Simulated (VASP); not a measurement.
# AlIn3Cl (Pm-3m) in VASP: relaxation of cell and atoms with PBE

Aim: the relaxation of cell and atoms of AlIn3Cl with PBE.

All numbers are computed with VASP 6.6.1; they aren't measurements. Logs are shortened: lines on timing, memory, paths and dates and some standing lists are left out, and cuts for length are marked.

## 1. The cell of the first run

Symmetry: Pm-3m, No. 221, cubic system. The conventional cell has a = 4.608 Å, b = 4.608 Å, c = 4.608 Å, α = 90.00°, β = 90.00°, γ = 90.00°. Al (site symmetry m-3m) has 6 In at 2.30 Å as nearest neighbours. In (site symmetry 4/mmm) is surrounded by 2 Al at 2.30 Å. Cl (site symmetry m-3m) has 12 In at 3.26 Å as nearest neighbours.

The cell was built by a generator and needn't be a form met in nature.

## 2. Relaxation of cell and atoms, PBE (species swapped into the SrVO3 type (Pm-3m, No. 221))

Contents of INCAR:

```
  ALGO = Normal
  EDIFF = 1E-7
  EDIFFG = -0.04
  ENCUT = 600
  GGA = PE
  IBRION = 2
  ISIF = 3
  ISMEAR = 0
  LASPH = T
  LCHARG = F
  LREAL = F
  LWAVE = F
  NELM = 100
  NSW = 90
  PREC = Accurate
  SIGMA = 0.1
```

Contents of KPOINTS:

```
k-points
0
Gamma
  4 4 4
```

Contents of POSCAR:

```
AlIn3Cl
1.0
    4.6081019900      0.0000000000      0.0000000000
    0.0000000000      4.6081019900      0.0000000000
    0.0000000000      0.0000000000      4.6081019900
Al In Cl
1 3 1
Direct
    0.0000000000      0.0000000000      0.0000000000
    0.5000000000      0.0000000000      0.0000000000
    0.0000000000      0.5000000000      0.0000000000
    0.0000000000      0.0000000000      0.5000000000
    0.5000000000      0.5000000000      0.5000000000
```

Potentials or basis: VASP PAW PBE potentials, release 64 (Al, In_d, Cl).

The run is started by

```bash
cat potpaw_PBE.64/Al/POTCAR potpaw_PBE.64/In_d/POTCAR potpaw_PBE.64/Cl/POTCAR > POTCAR
mpirun -np 1 vasp_std > vasp.out
```

OUTCAR:

```text
EDIFF = 1E-7
   EDIFFG = -0.04
   ENCUT = 600
   GGA = PE
   IBRION = 2
   ISIF = 3
   ISMEAR = 0
   LASPH = T
   LREAL = F
   NELM = 100
   NSW = 90
   PREC = Accurate

 ion  position               nearest neighbor table
   1  0.000  0.000  0.000-   2 2.30   3 2.30   4 2.30   4 2.30   3 2.30   2 2.30
   2  0.500  0.000  0.000-   1 2.30   1 2.30   4 3.26   5 3.26   4 3.26   5 3.26   3 3.26   5 3.26
                             5 3.26   3 3.26   3 3.26   4 3.26   4 3.26   3 3.26
   3  0.000  0.500  0.000-   1 2.30   1 2.30   4 3.26   5 3.26   4 3.26   5 3.26   2 3.26   2 3.26
                             4 3.26   4 3.26   2 3.26   5 3.26   5 3.26   2 3.26
   4  0.000  0.000  0.500-   1 2.30   1 2.30   3 3.26   5 3.26   2 3.26   2 3.26   3 3.26   3 3.26
                             5 3.26   3 3.26   2 3.26   5 3.26   2 3.26   5 3.26
   5  0.500  0.500  0.500-   2 3.26   3 3.26   4 3.26   2 3.26   3 3.26   2 3.26   4 3.26   2 3.26
                             3 3.26   4 3.26   3 3.26   4 3.26

  LATTYP: Found a simple cubic cell.
 ALAT       =     4.6081019900

  Lattice vectors:

 A1 = (   4.6081019900,   0.0000000000,   0.0000000000)
 A2 = (   0.0000000000,   4.6081019900,   0.0000000000)
 A3 = (   0.0000000000,   0.0000000000,   4.6081019900)

Analysis of symmetry for initial positions (statically):
=====================================================================
 Subroutine PRICEL returns:
 Original cell was already a primitive cell.

 Routine SETGRP: Setting up the symmetry group for a
 simple cubic supercell.

 Subroutine GETGRP returns: Found 48 space group operations
 (whereof 48 operations were pure point group operations)
 out of a pool of 48 trial point group operations.

The static configuration has the point symmetry O_h .

Analysis of symmetry for dynamics (positions and initial velocities):
=====================================================================
 Subroutine PRICEL returns:
 Original cell was already a primitive cell.

 Routine SETGRP: Setting up the symmetry group for a
 simple cubic supercell.

 Subroutine GETGRP returns: Found 48 space group operations
 (whereof 48 operations were pure point group operations)
 out of a pool of 48 trial point group operations.

The dynamic configuration has the point symmetry O_h .

 Subroutine INISYM returns: Found 48 space group operations
 (whereof 48 operations are pure point group operations),
 and found     1 'primitive' translations

----------------------------------------------------------------------------------------

                                     Primitive cell

  volume of cell :      97.8512

  direct lattice vectors                    reciprocal lattice vectors
     4.608101990  0.000000000  0.000000000     0.217009086  0.000000000  0.000000000
     0.000000000  4.608101990  0.000000000     0.000000000  0.217009086  0.000000000
     0.000000000  0.000000000  4.608101990     0.000000000  0.000000000  0.217009086

  length of vectors
     4.608101990  4.608101990  4.608101990     0.217009086  0.217009086  0.217009086

  position of ions in fractional coordinates (direct lattice)
     0.000000000  0.000000000  0.000000000
     0.500000000  0.000000000  0.000000000
     0.000000000  0.500000000  0.000000000
     0.000000000  0.000000000  0.500000000
     0.500000000  0.500000000  0.500000000

  ion indices of the primitive-cell ions
   primitive index   ion index
                 1           1
                 2           2
                 3           3
                 4           4
                 5           5

----------------------------------------------------------------------------------------

 KPOINTS: k-points

Automatic generation of k-mesh.
 Grid dimensions read from file:
 generate k-points for:    4    4    4

 Generating k-lattice:

  Cartesian coordinates                     Fractional coordinates (reciprocal lattice)
     0.054252271  0.000000000  0.000000000     0.250000000  0.000000000  0.000000000
     0.000000000  0.054252271  0.000000000     0.000000000  0.250000000  0.000000000
     0.000000000  0.000000000  0.054252271     0.000000000  0.000000000  0.250000000

  Length of vectors
     0.054252271  0.054252271  0.054252271

  Shift w.r.t. Gamma in fractional coordinates (k-lattice)
     0.000000000  0.000000000  0.000000000

 Subroutine IBZKPT returns following result:
 ===========================================

 Found     10 irreducible k-points:

 Following reciprocal coordinates:
            Coordinates               Weight
  0.000000  0.000000  0.000000      1.000000
  0.250000  0.000000  0.000000      6.000000
  0.500000  0.000000  0.000000      3.000000
  0.250000  0.250000  0.000000     12.000000
  0.500000  0.250000  0.000000     12.000000
  0.500000  0.500000  0.000000      3.000000
  0.250000  0.250000  0.250000      8.000000
  0.500000  0.250000  0.250000     12.000000
  0.500000  0.500000  0.250000      6.000000
  0.500000  0.500000  0.500000      1.000000
   k-points           NKPTS =     10   k-points in BZ     NKDIM =     10   number of bands    NBANDS=     29
   number of dos      NEDOS =    301   number of ions     NIONS =      5
   total plane-waves  NPLWV =  64000
   dimension x,y,z NGX =    40 NGY =   40 NGZ =   40
   dimension x,y,z NGXF=    80 NGYF=   80 NGZF=   80
   ions per type =               1   3   1
   NGX,Y,Z   is equivalent  to a cutoff of  14.43, 14.43, 14.43 a.u.
   NGXF,Y,Z  is equivalent  to a cutoff of  28.86, 28.86, 28.86 a.u.
 SYSTEM =  unknown system
   PREC   = accura    normal or accurate (medium, high low for compatibility)
   ISTART =      0    job   : 0-new  1-cont  2-samecut
   ICHARG =      2    charge: 1-file 2-atom 10-const
   ISPIN  =      1    spin polarized calculation?
   LNONCOLLINEAR =      F non collinear calculations
   LSORBIT =      F    spin-orbit coupling
   LASPH  =      T    aspherical Exc in radial PAW
   ENCUT  =  600.0 eV  44.10 Ry    6.64 a.u.   9.20  9.20  9.20*2*pi/ulx,y,z
   NELM   =    100;   NELMIN=  2; NELMDL= -5     # of ELM steps
   EDIFF  = 0.1E-06   stopping-criterion for ELM
   LREAL  =      F    real-space projection
   EDIFFG = -.4E-01   stopping-criterion for IOM
   NSW    =     90    number of steps for IOM
   IBRION =      2    ionic relax: 0-MD 1-quasi-New 2-CG
   NFREE  =      1    steps in history (QN), initial steepest desc. (CG)
   ISIF   =      3    stress and relaxation
   ISYM   =      2    0-nonsym 1-usesym 2-fastsym
   POTIM  = 0.5000    time-step for ionic-motion
   TEBEG  =    0.0;   TEEND  =   0.0 temperature during run
   PSTRESS=    0.0 pullay stress
   NELECT =      49.0000    total number of electrons
   NUPDOWN=      -1.0000    fix difference up-down
   EMIN   =  10.00;   EMAX   =-10.00  energy-range for DOS
   EFERMI =   0.00;   METHOD = LEGACY
   ISMEAR =     0;   SIGMA  =   0.10  broadening in eV -4-tet -1-fermi 0-gaus
   EFERMI_NEDOS =   21; number of points for ismear=-14 and -15
   IALGO  =     38    algorithm
   IMIX   =      4    mixing-type and parameters
     AMIX     =   0.40;   BMIX     =  1.00
     AMIX_MAG =   1.60;   BMIX_MAG =  1.00
  volume/ion in A,a.u.               =      19.57       132.07
  Fermi-wavevector in a.u.,A,eV,Ry     =   1.300024  2.456690 22.994703  1.690063
  Thomas-Fermi vector in A             =   2.431250
   LORBIT       =      0    0 simple, 1 ext, 2 COOP (PROOUT), +10 PAW based schemes
   GGA     = PE    functional components
   LHFCALC =     F    Hartree Fock is set to
   AEXX    =    0.0000 exact exchange contribution
   IVDW    =     0    specifies the selected vdW correction
   LEPSILON=     F    determine dielectric tensor
   LRPA    =     F    only Hartree local field effects (RPA)
 conjugate gradient relaxation of ions
 non-spin polarized calculation
 Gauss-broadening in eV      SIGMA  =   0.10
  energy-cutoff  :      600.00
  volume of cell :       97.85
 maximum number of plane-waves:      3294
 NGX is ok and might be reduce to    40
   NGX = 19   NGY = 19   NGZ = 19

--------------------------------------- Ionic step        1  -------------------------------------------

 number of electron      48.9999980 magnetization

 Free energy of the ion-electron system (eV)
  ---------------------------------------------------
  ext. energy  EPLUGINS =         0.00000000
  ---------------------------------------------------
  free energy    TOTEN  =        -8.42501214 eV

  energy without entropy =       -8.39619307  energy(sigma->0) =       -8.41060261

 E-fermi :   9.5436     XC(G=0): -10.7374

 val. band max:        9.4989040502   @ k =   0.5000   0.2500   0.2500
 cond. band min:       9.5623896811   @ k =   0.2500   0.2500   0.0000
 fundamental gap:      0.0634856309
 Fermi energy:         9.5435761802

 k-point     1 :       0.0000    0.0000    0.0000
  band No.  band energies     occupation
      1      -7.3030      2.00000
      2      -6.9091      2.00000
      3      -6.6249      2.00000
      4      -6.6249      2.00000
      5      -6.6249      2.00000
      6      -6.4209      2.00000
[... 21 lines left out ...]
     28      13.0889      0.00000
     29      13.0889      0.00000
[... 425 lines left out ...]
 POSITION                                       TOTAL-FORCE (eV/Angst)
 -----------------------------------------------------------------------------------
      0.00000      0.00000      0.00000         0.000000      0.000000      0.000000
      2.71237     -0.00000      0.00000         0.000000     -0.000000      0.000000
     -0.00000      2.71237      0.00000         0.000000     -0.000000      0.000000
      0.00000      0.00000      2.71237         0.000000     -0.000000      0.000000
      2.71237      2.71237      2.71237        -0.000000      0.000000      0.000000
 -----------------------------------------------------------------------------------
    total drift:                               -0.000000      0.000000     -0.000000

  FREE ENERGIE OF THE ION-ELECTRON SYSTEM (eV)
  ---------------------------------------------------
  free  energy   TOTEN  =       -12.9514329124 eV

  energy  without entropy=      -12.9325812374  energy(sigma->0) =      -12.94200707

--------------------------------------- Ionic step        5  -------------------------------------------

 number of electron      48.9999975 magnetization

 Free energy of the ion-electron system (eV)
  ---------------------------------------------------
  ext. energy  EPLUGINS =         0.00000000
  ---------------------------------------------------
  free energy    TOTEN  =       -12.95245168 eV

  energy without entropy =      -12.93371036  energy(sigma->0) =      -12.94308102

 E-fermi :   4.2301     XC(G=0):  -8.5293

 val. band max:        4.1425100747   @ k =   0.2500   0.2500   0.0000
 cond. band min:       4.2642758728   @ k =   0.2500   0.2500   0.2500
 fundamental gap:      0.1217657981
 Fermi energy:         4.2301158948

 k-point     1 :       0.0000    0.0000    0.0000
  band No.  band energies     occupation
      1     -10.9823      2.00000
      2     -10.8312      2.00000
      3     -10.8312      2.00000
      4     -10.8312      2.00000
      5     -10.8047      2.00000
      6     -10.8047      2.00000
[... 21 lines left out ...]
     28       7.1541      0.00000
     29       7.1541      0.00000
[... 299 lines left out ...]
 VOLUME and BASIS-vectors are now :
 -----------------------------------------------------------------------------
  energy-cutoff  :      600.00
  volume of cell :      158.20
      direct lattice vectors                 reciprocal lattice vectors
     5.408411408 -0.000000000  0.000000000     0.184897177  0.000000000 -0.000000000
    -0.000000000  5.408411408  0.000000000     0.000000000  0.184897177 -0.000000000
     0.000000000  0.000000000  5.408411408    -0.000000000 -0.000000000  0.184897177

 POSITION                                       TOTAL-FORCE (eV/Angst)
 -----------------------------------------------------------------------------------
      0.00000      0.00000      0.00000         0.000000      0.000000      0.000000
      2.70421     -0.00000      0.00000         0.000000     -0.000000      0.000000
     -0.00000      2.70421      0.00000         0.000000     -0.000000      0.000000
      0.00000      0.00000      2.70421         0.000000     -0.000000      0.000000
      2.70421      2.70421      2.70421        -0.000000      0.000000      0.000000
 -----------------------------------------------------------------------------------
    total drift:                               -0.000000      0.000000     -0.000000

  FREE ENERGIE OF THE ION-ELECTRON SYSTEM (eV)
  ---------------------------------------------------
  free  energy   TOTEN  =       -12.9524516768 eV

  energy  without entropy=      -12.9337103640  energy(sigma->0) =      -12.94308102

 reached required accuracy - stopping structural energy minimisation
```

Wall time 3.5 min (1 thread of AMD EPYC 7R13 (Zen 3), shared host); peak memory 0.22 GiB.

What came out:

| Quantity | Value |
| --- | --- |
| Free energy | -12.9525 eV |
| Relaxed volume | 31.64 Å³/atom |
| Relaxed cell | a = 5.408 Å, b = 5.408 Å, c = 5.408 Å, α = 90.00°, β = 90.00°, γ = 90.00° |
| Space group after relaxing (to 0.05 Å) | Pm-3m (No. 221) |
| Energy gained by relaxing | 905.5 meV/atom |
| Ionic steps | 5 |
| Pressure after relaxing | 0.0 GPa |
| Band gap on the k mesh | none (metal or under the smearing width) |

Step by step:
| step | energy change (eV) | largest force (eV/Å) | pressure (GPa) | volume (Å³) |
| --- | --- | --- | --- | --- |
| 1 | 0.0000 | 0.0000 | 37.38 | 97.85 |
| 2 | -4.3820 | 0.0000 | -2.02 | 177.79 |
| 3 | -4.5185 | 0.0000 | 0.73 | 154.22 |
| 4 | -4.5264 | 0.0000 | -0.23 | 159.64 |
| 5 | -4.5274 | 0.0000 | 0.01 | 158.20 |

Final structure:
```cif
data_structure
_symmetry_space_group_name_H-M 'P 1'
_symmetry_Int_Tables_number 1
_cell_length_a 5.4084
_cell_length_b 5.4084
_cell_length_c 5.4084
_cell_angle_alpha 90.000
_cell_angle_beta 90.000
_cell_angle_gamma 90.000
_cell_volume 158.20
loop_
_atom_site_label
_atom_site_type_symbol
_atom_site_fract_x
_atom_site_fract_y
_atom_site_fract_z
_atom_site_occupancy
Al1 Al 0.00000 0.00000 0.00000 1
In1 In 0.50000 0.00000 0.00000 1
In2 In 0.00000 0.50000 0.00000 1
In3 In 0.00000 0.00000 0.50000 1
Cl1 Cl 0.50000 0.50000 0.50000 1
```

Caveat: the volume moved by over 15 % at a fixed basis, so the end points are rough; an odd number of electrons without spin polarisation forces a metal; a magnetic or distorted state may lie lower.
